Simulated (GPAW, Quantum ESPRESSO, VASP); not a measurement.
**Code comparison for VPt (P1, 2 atoms in the cell)**

Self-consistent single point.

```xyz
2
Lattice="2.6863 0.0000 0.0000 0.0000 2.6863 0.0000 0.0000 0.0000 3.8926" Properties=species:S:1:pos:R:3 pbc="T T T"
V      1.2673     1.2426     1.9788
Pt     0.0758     0.1006    -0.0325
```

Shared settings, as Quantum ESPRESSO writes them: occupations = smearing; smearing = gaussian; degauss = 0.0099958 Ry; K_POINTS = automatic 8 8 6 0 0 0. Potentials and cutoffs stand in the table.

```tsv
code	model	pressure (GPa)	largest force (eV/Å)	cutoff
GPAW	PBEsol, GPAW PAW datasets PBEsol (made by gpaw-setup)	-0.62	1.354	800 eV
Quantum ESPRESSO	PBEsol, SSSP 1.1.2 efficiency (PBE) pseudopotentials	-1.66	1.331	50 Ry
VASP	PBEsol, VASP's PBE PAW potentials (set 64)	-2.22	1.326	300 eV
```

On GPAW's run: spin-orbit coupling is off. Spin polarisation is off.

The spread over the programs that give each value: pressure within 1.60 GPa; largest force within 0.028 eV/Å.

In the pressure, GPAW (by 1.04) lies more than 1 GPa from the median of the plane-wave programs.

VASP's run is marked for a possible Pulay error in its stress at this cutoff; no cutoff test was made.

The starting cell comes from a database of computed structures (which also holds hypothetical and non-ambient phases and stackings), without a prior relaxation at this level. Its atoms were displaced at random from the sites of space group no. 123.

Left out of this page: Ansatz, CP2K, Elk, FLEUR and SIESTA (not drawn, or without a comparable value).
